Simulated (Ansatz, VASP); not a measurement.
## Si2BO3: VASP beside Ansatz

```
Si B O
1.0
     3.87115    0.00000    0.00000
     0.00000    3.87115    0.00000
     0.00000    0.00000    4.85903
Si B O
2 1 3
Cartesian
  1.9356 0.0000 2.7977
  0.0000 1.9356 2.7977
  1.9356 1.9356 4.3034
  0.0000 0.0000 2.3550
  1.9356 0.0000 4.4565
  0.0000 1.9356 4.4565
```

Alike in both runs: task relaxation of cell and atoms; functional PBE; k mesh 10 × 10 × 8; occupations gaussian, width 0.1 eV; no spin polarisation.

```csv
,VASP,Ansatz
version,VASP 6.6.1,Ansatz 0.2.0
potentials or method,"VASP PAW PBE potentials, release 64 (Si, B, O)","scalar-relativistic, plane waves, PAW"
plane-wave cutoff (eV),600,420
valence electrons in the cell,29,29
```

```csv
,VASP,Ansatz,Ansatz less VASP
"gap on the k mesh at the Fermi level, each at its own relaxed structure (eV)",none,none,-
relaxed volume (Å³/atom),11.56,12.12,+0.559
relaxed cell length with the largest relative difference (Å),4.630,4.860,+0.2298
energy change over the relaxation (meV/atom),-2,-1,+0.5
```

A gap of «none» marks a metal or a gap that the smearing closes.

Caveats: an odd number of electrons without spin polarisation forces a metal; a magnetic or distorted state may lie lower.
